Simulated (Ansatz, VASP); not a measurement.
**Cross-check of CdSe between VASP and Ansatz**

Wanted: the spread between two codes on one cell, functional and k mesh. The cell is taken from a series of runs on this material, whose earlier steps may have relaxed, scaled, displaced or heated it; both programs get it as it stands.

Method: plane waves, with VASP 6.6.1 beside it; relaxation of cell and atoms at LDA, in Ansatz 0.2.0.

## 1. The structure

It takes space group F-43m (No. 216, cubic). Conventional cell: a = 6.008 Å, b = 6.008 Å, c = 6.008 Å, α = 90.00°, β = 90.00°, γ = 90.00°. Nearest to Cd lie 4 Se at 2.60 Å. Nearest to Se lie 4 Cd at 2.60 Å. Farther neighbours and most contacts between anions are not listed.

As a file:

```
Cd Se
1.0
     0.00000    3.00390    3.00390
     3.00390    0.00000    3.00390
     3.00390    3.00390    0.00000
Cd Se
1 1
Direct
  0.00000 0.00000 0.00000
  0.25000 0.25000 0.25000
```

## 2. VASP: relaxation of cell and atoms, LDA

The relaxed volume is the usual yardstick between codes: in a stiff, nearly cubic crystal its relative difference is about their pressure difference at one cell divided by the bulk modulus.

Lines of VASP's logs that name or quote its potential files are left out, and so is its time.

File INCAR:

```
SYSTEM = CdSe
PREC = Accurate
ENCUT = 500
EDIFF = 1E-07
NELM = 120
ISMEAR = 0
SIGMA = 0.01
LREAL = .FALSE.
ALGO = Normal
GGA = CA
NBANDS = 15
LORBIT = 11
LWAVE = .FALSE.
LCHARG = .FALSE.
ISIF = 3
IBRION = 2
NSW = 80
EDIFFG = -0.005
LASPH = .TRUE.
GGA_COMPAT = .FALSE.
NELMIN = 4
EFERMI = MIDGAP
KPAR = 2
```

File POSCAR:

```
CdSe
1.0
    0.0000000000      3.0039010000      3.0039010000
    3.0039010000      0.0000000000      3.0039010000
    3.0039010000      3.0039010000      0.0000000000
Cd Se
1 1
Direct
    0.0000000000      0.0000000000      0.0000000000
    0.2499999168      0.2499999168      0.2499999168
```

File KPOINTS:

```
Automatic mesh
0
Gamma
10 10 10
0 0 0
```

Potentials, in the order of the species: Cd and Se (LDA family, release 64).

Run with:

```sh
$ mpirun -np 2 vasp_std
```

Numbers of over 12 decimals in the logs are rounded to 6 here.

The program printed:

```text
[banner, memory and clock lines left out]
running    2 mpi-ranks, on    1 nodes
 distrk:  each k-point on    1 cores,    2 groups
 distr:  one band on    1 cores,    1 groups

 POSCAR found type information on POSCAR CdSe
 POSCAR found :  2 types and       2 ions
 LDA part: xc-table for (Slater(with rela. corr.)+CA(PZ))
 , standard interpolation
 POSCAR, INCAR and KPOINTS ok, starting setup
 FFT: planning ... GRIDC
 FFT: planning ... GRID_SOFT
 FFT: planning ... GRID
 WAVECAR not read
 entering main loop
       N       E                     dE             d eps       ncg     rms          rms(c)
DAV:   1     0.108372927029E+03    0.10837E+03   -0.86185E+03  1410   0.104E+03
DAV:   2    -0.287201067370E+01   -0.11124E+03   -0.10479E+03  1655   0.262E+02
DAV:   3    -0.711378559656E+01   -0.42418E+01   -0.42335E+01  1669   0.535E+01
DAV:   4    -0.713273964058E+01   -0.18954E-01   -0.18952E-01  1788   0.356E+00
DAV:   5    -0.713285738618E+01   -0.11775E-03   -0.11775E-03  1739   0.240E-01    0.675E+00
DAV:   6    -0.679288235697E+01    0.33998E+00   -0.53734E-01  2034   0.993E+00    0.522E+00
DAV:   7    -0.676554006064E+01    0.27342E-01   -0.12988E-01  1627   0.264E+00    0.218E+00
DAV:   8    -0.676258791857E+01    0.29521E-02   -0.13760E-02  1641   0.157E+00    0.218E-01
DAV:   9    -0.676228666857E+01    0.30125E-03   -0.15456E-03  1718   0.582E-01    0.440E-02
DAV:  10    -0.676226866304E+01    0.18006E-04   -0.13875E-04  1676   0.172E-01    0.331E-02
DAV:  11    -0.676227320173E+01   -0.45387E-05   -0.17949E-05  1578   0.382E-02    0.123E-02
DAV:  12    -0.676227273496E+01    0.46677E-06   -0.19285E-06  1795   0.210E-02    0.471E-03
DAV:  13    -0.676227278247E+01   -0.47505E-07   -0.22841E-07  1550   0.309E-03
   1 F= -.67622728E+01 E0= -.67622728E+01  d E =-.676227E+01
 curvature:   0.00 expect dE= 0.000E+00 dE for cont linesearch  0.000E+00
 trial: gam= 0.00000 g(F)=  0.862E-41 g(S)=  0.195E-02 ort = 0.000E+00 (trialstep = 0.100E+01)
 search vector abs. value=  0.195E-02
 bond charge predicted
       N       E                     dE             d eps       ncg     rms          rms(c)
DAV:   1    -0.678693061953E+01   -0.24658E-01   -0.46086E-01  1564   0.848E+00    0.118E+00
DAV:   2    -0.676526410586E+01    0.21667E-01   -0.50607E-02  1585   0.338E+00    0.416E-01
DAV:   3    -0.676311976608E+01    0.21443E-02   -0.47973E-03  1746   0.749E-01    0.356E-01
DAV:   4    -0.676282579878E+01    0.29397E-03   -0.38701E-04  1494   0.165E-01    0.567E-02
DAV:   5    -0.676280963450E+01    0.16164E-04   -0.58745E-05  1823   0.118E-01    0.137E-02
DAV:   6    -0.676280907897E+01    0.55553E-06   -0.10856E-05  1466   0.441E-02    0.671E-03
DAV:   7    -0.676280921768E+01   -0.13871E-06   -0.39742E-07  1620   0.543E-03    0.157E-03
DAV:   8    -0.676280919791E+01    0.19766E-07   -0.73159E-08   768   0.324E-03
   2 F= -.67628092E+01 E0= -.67628092E+01  d E =-.536415E-03
 trial-energy change:   -0.000536  1 .order   -0.000543   -0.001947    0.000860
 step:   0.6905(harm=  0.6937)  dis= 0.00000  next Energy=    -6.762942 (dE=-0.670E-03)
 bond charge predicted
       N       E                     dE             d eps       ncg     rms          rms(c)
DAV:   1    -0.676526899589E+01   -0.24598E-02   -0.44031E-02  1571   0.260E+00    0.354E-01
DAV:   2    -0.676316969458E+01    0.20993E-02   -0.49713E-03  1578   0.107E+00    0.123E-01
DAV:   3    -0.676296956822E+01    0.20013E-03   -0.46171E-04  1725   0.227E-01    0.104E-01
DAV:   4    -0.676294336840E+01    0.26200E-04   -0.36976E-05  1480   0.531E-02    0.156E-02
DAV:   5    -0.676294193254E+01    0.14359E-05   -0.52048E-06  1795   0.352E-02    0.571E-03
DAV:   6    -0.676294191845E+01    0.14094E-07   -0.10015E-06  1480   0.131E-02    0.211E-03
DAV:   7    -0.676294192683E+01   -0.83824E-08   -0.37483E-08   768   0.147E-03
   3 F= -.67629419E+01 E0= -.67629419E+01  d E =-.669144E-03
 curvature:  -0.35 expect dE=-0.140E-07 dE for cont linesearch -0.140E-07
 trial: gam=-0.00454 g(F)=  0.592E-41 g(S)=  0.404E-07 ort = 0.887E-05 (trialstep = 0.938E+00)
 search vector abs. value=  0.101E-09
 reached required accuracy - stopping structural energy minimisation
```

From OUTCAR (step 2):

```text
ion  position               nearest neighbor table
   1  0.000  0.000  0.000-   2 2.60   2 2.60   2 2.60   2 2.60
   2  0.250  0.250  0.250-   1 2.60   1 2.60   1 2.60   1 2.60

  LATTYP: Found a face centered cubic cell.
 ALAT       =     6.0078020000

 Subroutine GETGRP returns: Found 24 space group operations
 (whereof 24 operations were pure point group operations)

The static configuration has the point symmetry T_d .

 Found     47 irreducible k-points:

   k-points           NKPTS =     47   k-points in BZ     NKDIM =     47   number of bands    NBANDS=     15

   dimension x,y,z NGX =    32 NGY =   32 NGZ =   32
   dimension x,y,z NGXF=    64 NGYF=   64 NGZF=   64

   ENCUT  =  500.0 eV  36.75 Ry    6.06 a.u.   7.75  7.75  7.75*2*pi/ulx,y,z

   NELECT =      18.0000    total number of electrons

 k-points in reciprocal lattice and weights: Automatic mesh
   0.00000000  0.00000000  0.00000000       0.001
   0.10000000  0.00000000  0.00000000       0.008
   0.20000000  0.00000000  0.00000000       0.008
   0.30000000  0.00000000  0.00000000       0.008
   0.40000000  0.00000000  0.00000000       0.008
   0.50000000  0.00000000  0.00000000       0.004
   0.10000000  0.10000000  0.00000000       0.006
   0.20000000  0.10000000  0.00000000       0.024
   0.30000000  0.10000000  0.00000000       0.024
[...]
-0.30000000  0.40000000  0.20000000       0.024
  -0.30000000  0.50000000  0.20000000       0.012

 average (electrostatic) potential at core
       1 -40.5558       2 -62.5444

 E-fermi :   1.2624

 k-point     1 :       0.0000    0.0000    0.0000
  band No.  band energies     occupation
    ...
      5      -6.5933      2.00000
      6      -6.5933      2.00000
      7       1.0513      2.00000
      8       1.0513      2.00000
      9       1.0513      2.00000
     10       1.4735      0.00000
     11       6.8473      0.00000
     12       6.8473      0.00000
     13       6.8473      0.00000
     14      10.6665      0.00000
    ...

 k-point     2 :       0.1000    0.0000    0.0000
  band No.  band energies     occupation
    ...
      5      -6.5943      2.00000
      6      -6.5943      2.00000
      7       0.0485      2.00000
      8       0.9616      2.00000
      9       0.9616      2.00000
     10       2.3266      0.00000
     11       6.6783      0.00000
     12       6.9905      0.00000
     13       6.9905      0.00000
     14      11.2261      0.00000
    ...

 k-point     3 :       0.2000    0.0000    0.0000
  band No.  band energies     occupation
    ...
      5      -6.5940      2.00000
      6      -6.5940      2.00000
      7      -1.1760      2.00000
      8       0.7428      2.00000
      9       0.7428      2.00000
     10       3.0331      0.00000
     11       6.6708      0.00000
     12       7.2820      0.00000
     13       7.2820      0.00000
     14      11.0510      0.00000
    ...

  Total        0.0007473      0.0007473      0.0007473      0.0000000      0.0000000     -0.0000000
  in kB        0.0219059      0.0219059      0.0219059      0.0000000      0.0000000     -0.0000000
  external PRESSURE =       0.0219059 kB  Pullay stress =       0.0000000 kB

  energy-cutoff  :      500.00
  volume of cell :       54.66
      direct lattice vectors                 reciprocal lattice vectors
     0.000000000  3.012106156  3.012106156    -0.165996806  0.165996806  0.165996806
     3.012106156  0.000000000  3.012106156     0.165996806 -0.165996806  0.165996806
     3.012106156  3.012106156  0.000000000     0.165996806  0.165996806 -0.165996806

 POSITION                                       TOTAL-FORCE (eV/Angst)
 -----------------------------------------------------------------------------------
      0.00000      0.00000      0.00000        -0.000000     -0.000000     -0.000000
      1.50605      1.50605      1.50605         0.000000      0.000000      0.000000
 -----------------------------------------------------------------------------------
    total drift:                                0.000180      0.000180      0.000180

  FREE ENERGIE OF THE ION-ELECTRON SYSTEM (eV)
  ---------------------------------------------------
  free  energy   TOTEN  =        -6.7629419268 eV

  energy  without entropy=       -6.7629419268  energy(sigma->0) =       -6.76294193

 reached required accuracy - stopping structural energy minimisation

 total charge
# of ion       s       p       d       tot
------------------------------------------
    1        0.464   0.336   9.544  10.344
    2        1.449   2.389   0.025   3.863
--------------------------------------------------
tot          1.913   2.725   9.569  14.208

[... 3 further parts left out ...]
```

## 3. Ansatz: relaxation of cell and atoms, LDA

Ansatz runs on its default PAW (the set named soft_2) files.

The same cell, functional (in two slightly different forms) and mesh now go to Ansatz, which takes its cutoff from its data sets.

File input.yaml:

```yaml
crystal:
  lattice:
    - [0.0, 3.0039009123, 3.0039009123]
    - [3.0039009123, 0.0, 3.0039009123]
    - [3.0039009123, 3.0039009123, 0.0]
  atoms:
    - { symbol: Cd, position: [0.0, 0.0, 0.0] }
    - { symbol: Se, position: [0.25, 0.25, 0.25] }
kpoints:
  mp_grid: { grid: [10, 10, 10] }
hamiltonian:
  xc: lda
scf:
  occupations: { method: fixed }
output:
  forces: true
  stress: true
  eigenvalues: true
  write_density: true
  write_potential: true
  elf: true
  volumetric_format: npy
relax:
  adjacent_minimum: "off"
  f_tol: 0.001
  max_steps: 60
  cell: { stress_tol: 0.01 }
```

Run with:

```sh
$ ansatz run input.yaml --threads 2 --pin off --max-ram 5120MiB --backend cpu --events-out ev --progress --plain --runs-dir out
```

The program printed:

```text
Engine: ansatz 0.2.0, aarch64-unknown-linux-gnu
Pseudopotentials: kind: paw
Pseudopotential: Cd, paw, valence charge 20, recommended cutoff 420 eV (normal), Cd.paw.azcp
Pseudopotential: Se, paw, valence charge 16, recommended cutoff 420 eV (normal), Se.paw.azcp
Functional definition: SPW92
  exchange = slater_x
  correlation = pw_c
Crystal: 2 atoms, lattice volume = 54.211 Å³
Basis set: ecut = 420 eV, 1067 PW (Γ)
Bands: 22, of which v1, the nominal top of the filled ones, is band 18 counted from 1 (17 counted from 0)
Symmetry: 24 space group operations
Space group: F-43m (ITA 216), of the structure as read, at distance tolerance 3.8e-5 Å
k-points: 47 of 1000 (time reversal used)
Non-local potential: Cd, projectors of the file, l = 0: 3, l = 1: 2, l = 2: 2, l = 3: 1
Non-local potential: Se, projectors of the file, l = 0: 2, l = 1: 2, l = 2: 3, l = 3: 1
PAW form: soft (Blöchl's): semilocal exchange-correlation on the pseudo side does not see the compensation charge
PAW frozen core: Cd, regenerated for the run's functional, and the local potential with it (the file was generated under x = pbe(κ = 0.804, μ = 0.219515), c = pbe(β = 0.066725))
PAW frozen core: Se, regenerated for the run's functional, and the local potential with it (the file was generated under x = pbe(κ = 0.804, μ = 0.219515), c = pbe(β = 0.066725))
PAW one-centre angular grid: Cd, 590 points (default); XC on 64 Gauss nodes
PAW one-centre angular grid: Se, 590 points (default); XC on 64 Gauss nodes
Initial density: superposition of atomic densities (neutral atoms: chi_scale 0, normalization atom), corrected by the library's trained network
Initial wavefunctions: pseudopotential atomic-orbital guess
Functional: x = slater, c = lda
SCF iter   1: F=—  HF=-13502.244329 eV  |F-HF|=—  |Δ(HF+E_count)|=         —  Δρ=7.23e-3  dr2=2.17e-2  ethr=1.77e-3  ⟨swp⟩=4.9  Hψ=3841  notcnv=0  defer=90
preconditioner: auto → none  [insulator: Δε(μ)=0.349 eV  Ē_g=12.109 eV  n_scr=14 (ndim 8)  ℏωp=21.4 eV  f_vac=0.192  ε∞_Penn≈4.1]
SCF iter   2: F=—  HF=-13502.238015 eV  |F-HF|=—  |Δ(HF+E_count)|=   6.31e-3  Δρ=2.50e-3  dr2=1.54e-3  ethr=6.02e-5  ⟨swp⟩=2.0  Hψ=1884  notcnv=0  defer=90
SCF iter   3: F=—  HF=-13502.237716 eV  |F-HF|=—  |Δ(HF+E_count)|=   3.00e-4  Δρ=1.18e-3  dr2=3.22e-4  ethr=4.27e-6  ⟨swp⟩=2.0  Hψ=1508  notcnv=0  defer=90
SCF iter   4: F=—  HF=-13502.237675 eV  |F-HF|=—  |Δ(HF+E_count)|=   4.11e-5  Δρ=2.63e-4  dr2=4.39e-5  ethr=8.94e-7  ⟨swp⟩=2.0  Hψ=1463  notcnv=0  defer=89
SCF iter   5: F=—  HF=-13502.237657 eV  |F-HF|=—  |Δ(HF+E_count)|=   1.77e-5  Δρ=2.40e-5  dr2=2.44e-7  ethr=1.22e-7  ⟨swp⟩=2.5  Hψ=1664  notcnv=0
SCF iter   6: F=-13502.237657 eV  HF=-13502.237657 eV  |F-HF|=1.12e-9  |Δ(HF+E_count)|=   6.73e-8  Δρ=6.59e-6  dr2=1.75e-8  ethr=2.78e-10  ⟨swp⟩=9.1  Hψ=6788  notcnv=0
SCF 1 converged in 6 iterations: F = -13502.237657 eV  dr2 = 1.75e-8
  greatest PAW one-centre occupation: 1.000 electrons in one spin orbital (limit 2), on the Cd atom at site 0 (counted from 0), in its partial waves of l = 0
relax step   1: F+E_penalty+E_count = -13502.23765681 eV  Δ(F+E_penalty+E_count) = +0.000e0 eV  max|allowed force component| = 7.633e-17 eV/Å  Δτ_max = 0.0000 Å  P = -0.006 GPa  Ω = 54.211 Å³  (6 SCF iters, dr2 threshold 1.00e-7 eV, accepted)
Initial density: handed on by an earlier stage of this run
Initial wavefunctions: pseudopotential atomic-orbital guess (no wavefunctions were taken with the density)
iter 1 solved again at ethr=9.06e-8 eV; its pass at ethr=3.10e-3 eV (dr2=3.26e-5 eV) is discarded
SCF iter   1: F=—  HF=-13502.237663 eV  |F-HF|=—  |Δ(HF+E_count)|=         —  Δρ=6.60e-6  dr2=1.76e-8  ethr=9.06e-8  ⟨swp⟩=3.0  Hψ=6464  notcnv=0  defer=90
preconditioner: auto → none  [insulator: Δε(μ)=0.405 eV  Ē_g=12.176 eV  n_scr=14 (ndim 8)  ℏωp=21.4 eV  f_vac=0.186  ε∞_Penn≈4.1]
SCF iter   2: F=—  HF=-13502.237657 eV  |F-HF|=—  |Δ(HF+E_count)|=   6.29e-6  Δρ=3.24e-6  dr2=3.93e-9  ethr=4.88e-11  ⟨swp⟩=2.0  Hψ=1857  notcnv=0  defer=11
SCF iter   3: F=—  HF=-13502.237657 eV  |F-HF|=—  |Δ(HF+E_count)|=   1.10e-9  Δρ=6.34e-7  dr2=4.13e-10  ethr=1.09e-11  ⟨swp⟩=2.0  Hψ=1140  notcnv=0  defer=11
SCF iter   4: F=—  HF=-13502.237657 eV  |F-HF|=—  |Δ(HF+E_count)|=  1.67e-10  Δρ=1.83e-7  dr2=9.18e-12  ethr=1.15e-12  ⟨swp⟩=2.0  Hψ=1692  notcnv=0  defer=11
SCF iter   5: F=—  HF=-13502.237657 eV  |F-HF|=—  |Δ(HF+E_count)|=  1.82e-12  Δρ=5.74e-8  dr2=1.27e-12  ethr=1.00e-12  ⟨swp⟩=7.2  Hψ=4992  notcnv=0
SCF iter   6: F=-13502.237657 eV  HF=-13502.237657 eV  |F-HF|=0.00e0  |Δ(HF+E_count)|=  1.82e-12  Δρ=1.04e-8  dr2=4.45e-14  ethr=1.00e-12  ⟨swp⟩=4.1  Hψ=3698  notcnv=0
SCF 2 converged in 6 iterations: F = -13502.237657 eV  dr2 = 4.45e-14
relax step   2: F+E_penalty+E_count = -13502.23765682 eV  Δ(F+E_penalty+E_count) = -1.084e-9 eV  max|allowed force component| = 8.558e-17 eV/Å  Δτ_max = 0.0000 Å  P = -0.006 GPa  Ω = 54.211 Å³  stress off target by 6.08e-3 GPa  SCF on the basis re-selected at this cell (its energy is not comparable with the rows above)  (6 SCF iters)
basis re-selected at this cell: Δ(F+E_penalty+E_count) = -1.084e-9 eV, ΔP = -0.000 GPa vs the last step (what re-selecting the basis moved, of the pressure what is left beyond the Pulay correction that the steps carried, after the strain that the cell walked since its last selection, with what the two solves' SCF thresholds leave and, on support functions, any second-order correction that the steps lacked; it is no m [...]
SCF converged after 6 iterations
Free energy (F): -13502.237657 eV
Harris-Foulkes:  -13502.237657 eV  (|F-HF|=0.00e0)
Internal energy: -13502.237657 eV  (E = F + TS)
E sigma→0 (E₀):  -13502.237657 eV
Fermi energy:    7.702154 eV
--- Per-component energies (eV) ---
  E_band       = -887.063867
  E_kinetic    = 625.167932
  E_local      = -6301.679087  (includes V_loc(G=0)·N_el)
  E_nonlocal   = -548.427368
  E_hartree    = 2992.898684
  E_xc         = -279.385107
  E_vxc        = -320.256651  (∫ρ·V_xc dr)
  E_paw        = -5774.296520  (= ΣΔE_a)
  E_vpaw       = -327.665549  (= ΣTr[D̂ρ^β])
  E_aug_tail   = -0.000524  (compensation charges beyond the density's cutoff)
  E_ewald      = -4219.499597
  E_core_change = 2.983931  (= ΣΔE_core)
  E_smearing   = -0.000000  (= −TS)
  E_closure    = 0.000000  (closes the sum)
  Σ components = -13502.237657   (vs F -13502.237657, Δ=0.00e0)
--- Forces (eV/Å), atoms counted from 1 ---
  atom   1  Cd     0.00000000    -0.00000000     0.00000000
  atom   2  Se    -0.00000000     0.00000000     0.00000000
  max |Σ_I F_I| component: 6.94e-17 eV/Å
--- Stress (GPa, compression-positive) ---
       -0.006078       0.000000      -0.000000
       -0.000000      -0.006078       0.000000
       -0.000000       0.000000      -0.006078
  P = ⅓ Tr σ = -0.0061 GPa (-0.061 kbar)
--- Band table (eV; the first three rows and the last of 47) ---
  k-point 0: bands = [... 14 lower, 0.0573, 7.7022, 7.7022, 7.7022, 8.1068, 13.5126, 13.5126, 13.5126]
  k-point 1: bands = [... 14 lower, 0.0563, 6.6898, 7.6115, 7.6115, 8.9673, 13.3372, 13.6566, 13.6566]
  k-point 2: bands = [... 14 lower, 0.0565, 5.4583, 7.3902, 7.3902, 9.6752, 13.3207, 13.9500, 13.9500]
  k-point 46: bands = [... 14 lower, 0.5748, 3.4430, 5.3164, 5.3308, 12.3248, 12.5681, 14.5853, 15.3310]
--- Relaxed structure (1 steps of the walk, 1 accepted, 1 SCFs on fresh bases) ---
  F+E_penalty+E_count = -13502.23765682 eV   max|allowed force component| = 8.558e-17 eV/Å   (the final SCF, on the basis selected at the relaxed cell)
  cell:  # Å, volume = 54.2109 Å³
    - [0.0, 3.0039009123, 3.0039009123]
    - [3.0039009123, 0.0, 3.0039009123]
    - [3.0039009123, 3.0039009123, 0.0]
  atoms:
    - { symbol: Cd, position: [0.0, 0.0, 0.0] }
    - { symbol: Se, position: [0.25, 0.25, 0.25] }
```

In the SCF lines HF is the Harris–Foulkes energy and dr2 the Hartree energy of the density residual, in eV; the loop may stop once dr2 is under the threshold and the program's other checks hold. Hψ counts applications of the Hamiltonian.

## 4. Comparison

Known differences besides the potentials themselves: the two LDA forms differ slightly; fixed occupations in Ansatz, narrow Gaussian smearing in VASP; the data sets hold 36 valence electrons in Ansatz (on its default PAW (the set named soft_2) files) and 18 in VASP; the cutoff is 420 eV in Ansatz and 500 eV in VASP; VASP's log shows a relativistic correction to its local exchange, Ansatz's none; Ansatz adds a Pulay correction to the stress that steers its cell, VASP none. Total energies have different zeros and are not compared.

Compared:

| quantity | Ansatz | VASP | difference |
| --- | --- | --- | --- |
| volume (Å³) | 54.21 | 54.66 | -0.82 % |
| edge a after relaxation, in the typed setting (Å) | 4.248 | 4.260 | -0.27 % |

## 5. Results

| Item | Value |
| --- | --- |
| difference in volume (relaxation of cell and atoms, LDA) | -0.82 % |

In words: The difference in volume is -0.82 % (relaxation of cell and atoms, LDA), within the 1.2 % picked in this series as the mark of a large difference, as far as the stopping tolerances let one tell. The data sets hold unlike numbers of valence electrons (36 in Ansatz and 18 in VASP), so part of the differences comes from the potentials. 1 further run of this series is not shown here. Such differences can come from data sets, numerical settings and the points named under the comparisons, not from the functional's error against experiment.

[Lines on the potential files, build, host, timing and source positions are cut from VASP's logs without a mark.]

[Logs are printed without paths, hosts, clocks, repeated set-up lines and the standing remarks that a program may print on its own settings, such as how far it seeks lower states.]

[Hosts, paths, dates, database ids (printed as entryN), source tags and the programs' standing remarks are cut or masked in the printed files.]
